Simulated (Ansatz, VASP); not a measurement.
# Two plane-wave programs on GaAgWO

```
Ga Ag W O
1.0
     3.46386    0.00000    0.00000
     0.00000    3.46386    0.00000
     0.00000    0.00000    9.00022
Ga Ag W O
2 2 2 2
Direct
  0.25000 0.25000 0.88890
  0.75000 0.75000 0.11110
  0.25000 0.25000 0.26253
  0.75000 0.75000 0.73747
  0.25000 0.25000 0.56351
  0.75000 0.75000 0.43649
  0.75000 0.25000 0.00000
  0.25000 0.75000 0.00000
```

Alike in both runs: functional r2SCAN; k mesh 9 × 9 × 3; no spin polarisation.

Ansatz relaxed the structure, and its values are those at the end. VASP's run is a single point on that final structure, the one shown.

```csv
,VASP,Ansatz
version,VASP 6.6.1,Ansatz 0.2.0
potentials or method,"VASP PAW PBE potentials, release 64 (Ga_d, Ag, W_sv, O)",PAW plane waves
plane-wave cutoff (eV),520,500
occupations,"fermi-dirac, width 0.1 eV",fermi-dirac
valence electrons in the cell,88,104
```

```csv
,VASP,Ansatz,Ansatz less VASP
pressure (GPa),5.8,5.0,-0.85
rms of the force components (eV/Å),0.042,0.000,-0.0413
```

The two sets of potentials don't hold the same shells in valence.

Caveats: the PAW data sets were made with another functional, which shifts forces and pressure a little (VASP). Spin-orbit coupling is left out, which matters for the levels of W.
